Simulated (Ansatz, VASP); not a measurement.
# One calculation of RuAu, two programs

```
Ru Au
1.0
     3.16481    0.00000    0.00000
     0.00000    3.16481    0.00000
     0.00000    0.00000    3.16481
Ru Au
1 1
Direct
  0.00458 0.99713 0.00412
  0.48540 0.49897 0.49709
```

Change from the starting cell: atoms moved at random, drawn with an rms of 0.05 Å.

Alike in both runs: task single point; functional PBE; k mesh 8 × 8 × 8; occupations fermi-dirac, width 0.05 eV; no spin polarisation.

```csv
,VASP,Ansatz
version,VASP 6.6.1,Ansatz 0.2.0
potentials or method,"VASP PAW PBE potentials, release 64 (Ru_pv, Au), cutoff 520 eV","all-electron LAPW, scalar-relativistic"
```

|  | VASP | Ansatz | Ansatz less VASP |
| --- | --- | --- | --- |
| gap on the k mesh at the Fermi level (eV) | none | none | - |
| pressure (GPa) | 0.5 | 0.7 | +0.27 |
| largest component of the traceless stress (GPa) | 0.24 | 0.24 | 0.000 |
| rms of the force components (eV/Å) | 0.319 | 0.320 | +0.0011 |

Atom by atom the forces differ by 0.001 eV/Å (rms over components). A gap of «none» marks a metal or a gap that the smearing closes. Ansatz ran all-electron here, so the differences hold the error of VASP's frozen core and of both bases.

Spin-orbit coupling is left out, which matters for the levels of Au.
